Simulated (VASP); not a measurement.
Input:

```
Ru
1.0
    1.34300    -2.32614     0.00000
    1.34300     2.32614     0.00000
    0.00000     0.00000     4.23700
Ru
2
Direct
  0.33333   0.66667   0.25000
  0.66667   0.33333   0.75000
```

All values below come from AM05 GGA, VASP's PBE PAW potentials (set 64) (plane waves; VASP). Run with 520 eV cut-off, Gaussian smearing of 0.050 eV, potentials Ru_pv.

Question: Give the energies of bands 7 to 17 at the high-symmetry points, in eV from the Fermi level.

Answer: 
```json
[
 {"band": "7", "Γ": "-8.24", "M": "-6.41", "K": "-5.84", "A": "-6.26", "L": "-6.30", "H": "-4.89"},
 {"band": "8", "Γ": "-6.45", "M": "-5.74", "K": "-4.50", "A": "-6.26", "L": "-6.30", "H": "-4.89"},
 {"band": "9", "Γ": "-2.72", "M": "-5.58", "K": "-4.50", "A": "-2.90", "L": "-4.71", "H": "-4.30"},
 {"band": "10", "Γ": "-2.72", "M": "-3.17", "K": "-3.95", "A": "-2.90", "L": "-4.71", "H": "-4.30"},
 {"band": "11", "Γ": "-2.50", "M": "-2.14", "K": "-2.95", "A": "-2.90", "L": "-1.12", "H": "-2.83"},
 {"band": "12", "Γ": "-2.00", "M": "-1.91", "K": "-2.95", "A": "-2.90", "L": "-1.12", "H": "-2.83"},
 {"band": "13", "Γ": "-2.00", "M": "-1.57", "K": "-1.12", "A": "-2.81", "L": "0.43", "H": "-1.24"},
 {"band": "14", "Γ": "-1.47", "M": "1.47", "K": "1.06", "A": "-2.81", "L": "0.43", "H": "-1.24"},
 {"band": "15", "Γ": "-1.47", "M": "1.91", "K": "1.06", "A": "0.57", "L": "1.74", "H": "1.27"},
 {"band": "16", "Γ": "1.23", "M": "2.02", "K": "1.53", "A": "0.57", "L": "1.74", "H": "1.27"},
 {"band": "17", "Γ": "1.23", "M": "4.17", "K": "7.12", "A": "0.57", "L": "3.44", "H": "8.61"}
]
```

It has no gap at this level: it comes out as a metal or semimetal.

The compound is Ru in the hcp structure. It was relaxed first.
